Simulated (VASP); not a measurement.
# Cl3Ga in VASP: a series of runs

Aim: see how the results for Cl3Ga move with the level of theory and the settings. Levels: PBE, PBE+TS. Tasks: single point, relaxation of the atoms, atomic charges.

Program: VASP 6.6.1. These are calculated values, not measurements. Logs are shortened: lines on timing, memory, paths and dates and some standing lists are left out, and cuts for length are marked.

### Step 1. Starting point

The cell holds a molecule in a box, 4 atoms: a = 11.000 Å, b = 13.000 Å, c = 13.000 Å, α = 90.00°, β = 90.00°, γ = 90.00°.

### Step 2. Single point, PBE (atoms moved at random, drawn with an rms of 0.05 Å)

INCAR

```
PREC     = Accurate       # precision mode
ENCUT    = 520            # plane-wave cutoff, eV
EDIFF    = 1E-6           # SCF threshold, eV
ISMEAR   = 0              # smearing method
SIGMA    = 0.01           # smearing width, eV
LREAL    = False          # projectors in reciprocal space
LASPH    = True           # aspherical terms in the spheres
NELM     = 100            # most SCF steps
ALGO     = Normal         # electronic algorithm
ISIF     = 2              # what is computed and relaxed
LWAVE    = False          # write WAVECAR
LCHARG   = False          # write CHGCAR
GGA      = PE             # functional
NBANDS   = 25             # bands
```

KPOINTS

```
regular mesh
0
Gamma
  1 1 1
```

POSCAR

```
GaCl3
1.0
   11.0000000000      0.0000000000      0.0000000000
    0.0000000000     13.0000000000      0.0000000000
    0.0000000000      0.0000000000     13.0000000000
Cl Ga
3 1
Direct
    0.5732300000      0.5491940000      0.6185450000
    0.4852110000      0.3628740000      0.4203520000
    0.4251500000      0.6406850000      0.3862660000
    0.5002420000      0.5164880000      0.4766600000
```

Potentials or basis: VASP PAW PBE potentials, release 64 (Cl, Ga_d).

Started as:

```sh
$ cat potpaw_PBE.64/Cl/POTCAR potpaw_PBE.64/Ga_d/POTCAR > POTCAR
$ mpirun -np 1 vasp_gam > vasp.out
```

OUTCAR:

```text
PREC = Accurate
   ENCUT = 520
   EDIFF = 1E-6
   ISMEAR = 0
   LREAL = False
   LASPH = True
   NELM = 100
   ISIF = 2
   GGA = PE

 ion  position               nearest neighbor table
   1  0.573  0.549  0.619-   4 2.06
   2  0.485  0.363  0.420-   4 2.13
   3  0.425  0.641  0.386-   4 2.16
   4  0.500  0.516  0.477-   1 2.06   2 2.13   3 2.16

  LATTYP: Found a simple tetragonal cell.
 ALAT       =    13.0000000000
 C/A-ratio  =     0.8461538462

  Lattice vectors:

 A1 = (   0.0000000000,  13.0000000000,   0.0000000000)
 A2 = (   0.0000000000,   0.0000000000,  13.0000000000)
 A3 = (  11.0000000000,   0.0000000000,   0.0000000000)

Analysis of symmetry for initial positions (statically):
=====================================================================
 Subroutine PRICEL returns:
 Original cell was already a primitive cell.

 Routine SETGRP: Setting up the symmetry group for a
 simple tetragonal supercell.

 Subroutine GETGRP returns: Found  1 space group operations
 (whereof  1 operations were pure point group operations)
 out of a pool of 16 trial point group operations.

The static configuration has the point symmetry C_1 .

Analysis of symmetry for dynamics (positions and initial velocities):
=====================================================================
 Subroutine PRICEL returns:
 Original cell was already a primitive cell.

 Routine SETGRP: Setting up the symmetry group for a
 simple tetragonal supercell.

 Subroutine GETGRP returns: Found  1 space group operations
 (whereof  1 operations were pure point group operations)
 out of a pool of 16 trial point group operations.

The dynamic configuration has the point symmetry C_1 .

 Subroutine INISYM returns: Found  1 space group operations
 (whereof  1 operations are pure point group operations),
 and found     1 'primitive' translations

----------------------------------------------------------------------------------------

                                     Primitive cell

  volume of cell :    1859.0000

  direct lattice vectors                    reciprocal lattice vectors
    11.000000000  0.000000000  0.000000000     0.090909091  0.000000000  0.000000000
     0.000000000 13.000000000  0.000000000     0.000000000  0.076923077  0.000000000
     0.000000000  0.000000000 13.000000000     0.000000000  0.000000000  0.076923077

  length of vectors
    11.000000000 13.000000000 13.000000000     0.090909091  0.076923077  0.076923077

  position of ions in fractional coordinates (direct lattice)
     0.573230000  0.549194000  0.618545000
     0.485211000  0.362874000  0.420352000
     0.425150000  0.640685000  0.386266000
     0.500242000  0.516488000  0.476660000

  ion indices of the primitive-cell ions
   primitive index   ion index
                 1           1
                 2           2
                 3           3
                 4           4

----------------------------------------------------------------------------------------

 KPOINTS: regular mesh

Automatic generation of k-mesh.
 Grid dimensions read from file:
 generate k-points for:    1    1    1

 Generating k-lattice:

  Cartesian coordinates                     Fractional coordinates (reciprocal lattice)
     0.090909091  0.000000000  0.000000000     1.000000000  0.000000000  0.000000000
     0.000000000  0.076923077  0.000000000     0.000000000  1.000000000  0.000000000
     0.000000000  0.000000000  0.076923077     0.000000000  0.000000000  1.000000000

  Length of vectors
     0.090909091  0.076923077  0.076923077

  Shift w.r.t. Gamma in fractional coordinates (k-lattice)
     0.000000000  0.000000000  0.000000000

 Subroutine IBZKPT returns following result:
 ===========================================

 Found      1 irreducible k-points:

 Following reciprocal coordinates:
            Coordinates               Weight
  0.000000  0.000000  0.000000      1.000000
   k-points           NKPTS =      1   k-points in BZ     NKDIM =      1   number of bands    NBANDS=     25
   number of dos      NEDOS =    301   number of ions     NIONS =      4
   total plane-waves  NPLWV = 806736
   dimension x,y,z NGX =    84 NGY =   98 NGZ =   98
   dimension x,y,z NGXF=   168 NGYF=  196 NGZF=  196
   ions per type =               3   1
   NGX,Y,Z   is equivalent  to a cutoff of  12.70, 12.53, 12.53 a.u.
   NGXF,Y,Z  is equivalent  to a cutoff of  25.39, 25.06, 25.06 a.u.
 SYSTEM =  unknown system
   PREC   = accura    normal or accurate (medium, high low for compatibility)
   ISTART =      0    job   : 0-new  1-cont  2-samecut
   ICHARG =      2    charge: 1-file 2-atom 10-const
   ISPIN  =      1    spin polarized calculation?
   LNONCOLLINEAR =      F non collinear calculations
   LSORBIT =      F    spin-orbit coupling
   LASPH  =      T    aspherical Exc in radial PAW
   ENCUT  =  520.0 eV  38.22 Ry    6.18 a.u.  20.45 24.17 24.17*2*pi/ulx,y,z
   NELM   =    100;   NELMIN=  2; NELMDL= -5     # of ELM steps
   EDIFF  = 0.1E-05   stopping-criterion for ELM
   LREAL  =      F    real-space projection
[... 7 lines left out ...]
   TEBEG  =    0.0;   TEEND  =   0.0 temperature during run
   PSTRESS=    0.0 pullay stress
   NELECT =      34.0000    total number of electrons
   NUPDOWN=      -1.0000    fix difference up-down
   EMIN   =  10.00;   EMAX   =-10.00  energy-range for DOS
   EFERMI =   0.00;   METHOD = LEGACY
   ISMEAR =     0;   SIGMA  =   0.01  broadening in eV -4-tet -1-fermi 0-gaus
   EFERMI_NEDOS =   21; number of points for ismear=-14 and -15
   IALGO  =     38    algorithm
   IMIX   =      4    mixing-type and parameters
     AMIX     =   0.40;   BMIX     =  1.00
     AMIX_MAG =   1.60;   BMIX_MAG =  1.00
  volume/ion in A,a.u.               =     464.75      3136.29
  Fermi-wavevector in a.u.,A,eV,Ry     =   0.431328  0.815092  2.531284  0.186044
  Thomas-Fermi vector in A             =   1.400419
   LORBIT       =      0    0 simple, 1 ext, 2 COOP (PROOUT), +10 PAW based schemes
   GGA     = PE    functional components
   LHFCALC =     F    Hartree Fock is set to
   AEXX    =    0.0000 exact exchange contribution
   IVDW    =     0    specifies the selected vdW correction
   LEPSILON=     F    determine dielectric tensor
   LRPA    =     F    only Hartree local field effects (RPA)
 non-spin polarized calculation
 Gauss-broadening in eV      SIGMA  =   0.01
  energy-cutoff  :      520.00
  volume of cell :     1859.00
 maximum number of plane-waves:     25047
 NGX is ok and might be reduce to    84
   NGX = 41   NGY = 49   NGZ = 49

 number of electron      33.9999998 magnetization

 Free energy of the ion-electron system (eV)
  ---------------------------------------------------
  ext. energy  EPLUGINS =         0.00000000
  ---------------------------------------------------
  free energy    TOTEN  =       -12.36770977 eV

  energy without entropy =      -12.36770977  energy(sigma->0) =      -12.36770977

 E-fermi :  -7.5360     XC(G=0):  -0.9091

 val. band max:       -7.5944228325   @ k =   0.0000   0.0000   0.0000
 cond. band min:      -2.8060034582   @ k =   0.0000   0.0000   0.0000
 fundamental gap:      4.7884193743
 Fermi energy:        -7.5360051446

 k-point     1 :       0.0000    0.0000    0.0000
  band No.  band energies     occupation
      1     -21.7104      2.00000
      2     -21.3328      2.00000
      3     -21.2108      2.00000
      4     -20.7564      2.00000
      5     -20.7383      2.00000
      6     -20.1522      2.00000
      7     -19.7006      2.00000
      8     -19.6084      2.00000
      9     -12.0151      2.00000
     10      -9.6679      2.00000
     11      -9.5106      2.00000
     12      -8.6758      2.00000
     13      -8.0675      2.00000
     14      -8.0289      2.00000
     15      -7.8955      2.00000
     16      -7.8309      2.00000
     17      -7.5944      2.00000
     18      -2.8060      0.00000
     19      -1.9523      0.00000
     20      -0.1236      0.00000
     21       0.4520      0.00000
     22       0.4647      0.00000
     23       0.7465      0.00000
     24       0.8899      0.00000
     25       1.0476      0.00000

------------------------ aborting loop because EDIFF is reached ----------------------------------------

  FORCE on cell =-STRESS in cart. coord.  units (eV):
  Direction    XX          YY          ZZ          XY          YZ          ZX
  --------------------------------------------------------------------------------------
  -------------------------------------------------------------------------------------
  Total        0.1460452     -0.9907659      1.3859289      0.4446834      0.6665562      0.5563376
  in kB        0.1258689     -0.8538907      1.1944615      0.3832499      0.5744708      0.4794790
  external PRESSURE =       0.1554799 kB  Pullay stress =       0.0000000 kB

 VOLUME and BASIS-vectors are now :
 -----------------------------------------------------------------------------
  energy-cutoff  :      520.00
  volume of cell :     1859.00
      direct lattice vectors                 reciprocal lattice vectors
    11.000000000  0.000000000  0.000000000     0.090909091  0.000000000  0.000000000
     0.000000000 13.000000000  0.000000000     0.000000000  0.076923077  0.000000000
     0.000000000  0.000000000 13.000000000     0.000000000  0.000000000  0.076923077

 POSITION                                       TOTAL-FORCE (eV/Angst)
 -----------------------------------------------------------------------------------
      6.30553      7.13952      8.04108         0.464936      0.185309      0.946852
      5.33732      4.71736      5.46458         0.055219      0.195421      0.058740
      4.67665      8.32890      5.02146         0.221233     -0.397926      0.236008
      5.50266      6.71434      6.19658        -0.741388      0.017196     -1.241599
 -----------------------------------------------------------------------------------
    total drift:                                0.000630     -0.000024      0.000516

  FREE ENERGIE OF THE ION-ELECTRON SYSTEM (eV)
  ---------------------------------------------------
  free  energy   TOTEN  =       -12.3677097706 eV

  energy  without entropy=      -12.3677097706  energy(sigma->0) =      -12.36770977
```

Wall time 100 s (1 thread of Intel Xeon 6975P-C (Granite Rapids), shared host); peak memory 1.3 GiB.

What came out:

- Free energy: -12.3677 eV
- Largest force: 1.446 eV/Å
- Gap between the frontier levels: 4.79 eV

Forces on the atoms (eV/Å):
```
Cl   0.465  0.185  0.947
Cl   0.055  0.195  0.059
Cl   0.221 -0.398  0.236
Ga  -0.741  0.017 -1.242
```

### Step 3. Relaxation of the atoms, PBE (atoms moved at random, drawn with an rms of 0.02 Å)

INCAR

```
SYSTEM = GaCl3
ALGO     = Normal         ! electronic algorithm
EDIFF    = 1E-6           ! SCF threshold, eV
EDIFFG   = -0.01          ! ionic threshold
ENCUT    = 520            ! plane-wave cutoff, eV
GGA      = PE             ! functional
IBRION   = 2              ! ionic algorithm
ISIF     = 2              ! what is computed and relaxed
ISMEAR   = 0              ! smearing method
LASPH    = .TRUE.         ! aspherical terms in the spheres
LCHARG   = .FALSE.        ! write CHGCAR
LREAL    = .FALSE.        ! projectors in reciprocal space
LWAVE    = .FALSE.        ! write WAVECAR
NELM     = 60             ! most SCF steps
NSW      = 40             ! ionic steps
PREC     = Accurate       ! precision mode
SIGMA    = 0.01           ! smearing width, eV
```

KPOINTS

```
k-points
0
G
  1 1 1
  0 0 0
```

POSCAR

```
GaCl3
1.0
   11.0000000000      0.0000000000      0.0000000000
    0.0000000000     13.0000000000      0.0000000000
    0.0000000000      0.0000000000     13.0000000000
Cl Ga
3 1
Direct
    0.5762760000      0.5470390000      0.6217860000
    0.4886630000      0.3636590000      0.4192990000
    0.4293380000      0.6383150000      0.3862540000
    0.4960130000      0.5159980000      0.4750290000
```

Potentials or basis: VASP PAW PBE potentials, release 64 (Cl, Ga_d).

Started as:

```sh
$ cat potpaw_PBE.64/Cl/POTCAR potpaw_PBE.64/Ga_d/POTCAR > POTCAR
$ mpirun -np 1 vasp_gam > vasp.out
```

Wall time 7 min (1 thread of Intel Xeon 6975P-C (Granite Rapids), shared host); peak memory 1.3 GiB.

It converged, with:

```
Free energy                     : -12.4162 eV
Energy gained by relaxing       : 2.0 meV/atom
Ionic steps                     : 9
Largest force after relaxing    : 0.007 eV/Å
Gap between the frontier levels : 4.84 eV
```

Forces in eV/Å, atoms in the order of the input:
```
Cl   0.003 -0.003  0.001
Cl   0.003  0.002  0.003
Cl   0.000 -0.001 -0.002
Ga  -0.006  0.002 -0.002
```

The path:
| step | energy change (eV) | largest force (eV/Å) | pressure (GPa) |
| --- | --- | --- | --- |
| 1 | 0.0000 | 0.5453 | 0.01 |
| 2 | -0.0039 | 0.4026 | 0.00 |
| 3 | -0.0074 | 0.0471 | 0.00 |
| 4 | -0.0076 | 0.0351 | 0.00 |
| 5 | -0.0077 | 0.0401 | -0.01 |
| 6 | -0.0078 | 0.0231 | -0.01 |
| 7 | -0.0078 | 0.0336 | -0.01 |
| 8 | -0.0079 | 0.0108 | 0.00 |
| 9 | -0.0079 | 0.0066 | 0.00 |

Final structure:
```
CELL_PARAMETERS angstrom
11.00000 0.00000 0.00000
0.00000 13.00000 0.00000
0.00000 0.00000 13.00000
ATOMIC_POSITIONS crystal
Cl 0.57575 0.54656 0.62151
Cl 0.48841 0.36327 0.41954
Cl 0.42847 0.63900 0.38572
Ga 0.49766 0.51618 0.47560
```

Levels at points of the mesh, in eV from the valence-band top:
```
           k point  band 15  band 16  band 17  band 18  band 19  band 20
(0.00, 0.00, 0.00)    -0.31    -0.30     0.00     4.84     5.66     7.53
```

### Step 4. Atomic charges, PBE+TS

INCAR

```
SYSTEM = GaCl3
ALGO = Normal
EDIFF = 1E-6
ENCUT = 520
GGA = PE
ISIF = 2
ISMEAR = 0
IVDW = 2
LASPH = .TRUE.
LCHARG = .FALSE.
LORBIT = 11
LREAL = .FALSE.
LWAVE = .FALSE.
NELM = 100
PREC = Accurate
SIGMA = 0.01
```

KPOINTS is that of step 3.

POSCAR

```
GaCl3
1.0
   11.0000000000      0.0000000000      0.0000000000
    0.0000000000     13.0000000000      0.0000000000
    0.0000000000      0.0000000000     13.0000000000
Cl Ga
3 1
Direct
    0.5739727300      0.5462115400      0.6202538500
    0.4869727300      0.3641807700      0.4187846200
    0.4283909100      0.6390500000      0.3849769200
    0.4964363600      0.5164807700      0.4746692300
```

Started as:

```sh
$ cat potpaw_PBE.64/Cl/POTCAR potpaw_PBE.64/Ga_d/POTCAR > POTCAR
$ mpirun -np 1 vasp_gam > vasp.out
```

Wall time 98 s (1 thread of Intel Xeon 6975P-C (Granite Rapids), shared host); peak memory 1.3 GiB.

The run converged. Its results:

```
Free energy                                           : -12.4510 eV
Largest force                                         : 0.157 eV/Å
Gap between the frontier levels                       : 4.92 eV
Valence electrons inside the program's atomic spheres : Cl 5.11; Ga 11.69
Hirshfeld charges                                     : Cl -0.15; Ga +0.44 e
Dispersion energy per atom                            : -0.009 eV
```

Forces on the atoms (eV/Å):
```
Cl   0.064  0.029  0.140
Cl  -0.008 -0.146 -0.054
Cl  -0.056  0.118 -0.086
Ga   0.001  0.000 -0.001
```

Levels at points of the mesh, in eV from the valence-band top:
```csv
k point,band 15,band 16,band 17,band 18,band 19,band 20
"(0.00, 0.00, 0.00)",-0.31,-0.31,0.00,4.92,5.69,7.54
```

As with any semilocal functional, this PBE gap is likely too small.

### Step 5. For comparison

An earlier run on the cell as given: functional PBE; potentials or basis VASP PAW PBE potentials, release 64 (Cl, Ga_d); cutoff 520 eV; k mesh 1 × 1 × 1; occupations gaussian, width 0.01 eV; no spin polarisation.

- Largest force: 0.136 eV/Å
- Gap between the frontier levels: 4.92 eV

### Step 6. Summary

| task | level | cell | gap on the mesh (eV) | largest force (eV/Å) |
| --- | --- | --- | --- | --- |
| single point | PBE | atoms moved at random, drawn with an rms of 0.05 Å | 4.79 | 1.45 |
| relaxation of the atoms | PBE | atoms relaxed from: atoms moved at random, drawn with an rms of 0.02 Å | 4.84 | 0.01 |
| atomic charges | PBE+TS | as given | 4.92 | 0.16 |
| single point | PBE | as given | 4.92 | 0.14 |

Alike in all rows: potentials or basis VASP PAW PBE potentials, release 64 (Cl, Ga_d); no spin polarisation; k mesh 1 × 1 × 1; cutoff (eV) 520; smearing gaussian 0.01 eV.

Absolute energies hang on the potentials; compare differences alone.
